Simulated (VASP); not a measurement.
An input for Ansatz (written as the equivalent of a VASP run, and not itself run):

Ansatz 0.2 input:
```yaml
crystal:
  lattice:
    - [2.7400000, 0.0000000, 0.0000000]
    - [-1.3700000, 2.3729100, 0.0000000]
    - [0.0000000, 0.0000000, 4.3900000]
  atoms:
    - { symbol: Tc, position: [0.6666670, 0.3333330, 0.7500000] }
    - { symbol: Tc, position: [0.3333330, 0.6666670, 0.2500000] }
kpoints:
  mp_grid: { grid: [14, 14, 8] }
hamiltonian:
  xc: pbesol
  pseudopotentials: { kind: paw }
scf:
  occupations: { method: methfessel_paxton, width: 0.1 }
  max_iter: 100
relax:
  max_steps: 60
  f_tol: 0.01
  cell: {}
output: { forces: true, stress: true, eigenvalues: true }
```

Task: Write the VASP files for the same calculation (PBEsol).

Result: This is not unique; one that fits is 
### KPOINTS
```
Automatic mesh
0
Gamma
14 14 8
0 0 0
```

INCAR:
```
# general
SYSTEM   =  Tc
PREC     =  Accurate
ENCUT    =  480
LREAL    =  .FALSE.
LASPH    =  .TRUE.

# electronic loop
EDIFF    =  1E-6
NELM     =  100
ALGO     =  Normal
LMAXMIX  =  4

# smearing
ISMEAR   =  1
SIGMA    =  0.1

# functional
GGA      =  PS

# ions
IBRION   =  2
NSW      =  60
ISIF     =  3
EDIFFG   =  -0.01

# output
LWAVE    =  .FALSE.
LCHARG   =  .FALSE.
```

**POSCAR**
```
Tc
1.0
  2.7400000000   0.0000000000   0.0000000000
 -1.3700000000   2.3729100000   0.0000000000
  0.0000000000   0.0000000000   4.3900000000
Tc
2
direct
  0.6666670000   0.3333330000   0.7500000000
  0.3333330000   0.6666670000   0.2500000000
```

POTCAR, in this order: Tc_pv (PBE.64 set). Program: vasp_std.

The two are equivalent in intent, not identical: each code has its own PAW files, so the cut-off isn't converted (ENCUT is set for VASP's; basis.ecutwfc is left out, and Ansatz then takes the one that its files recommend); Ansatz stops its SCF on the density residual and VASP on the energy change (EDIFF).

The compound is Tc in the hcp structure. This run relaxes it. Symmetry was kept, so distortions that lower it aren't found.
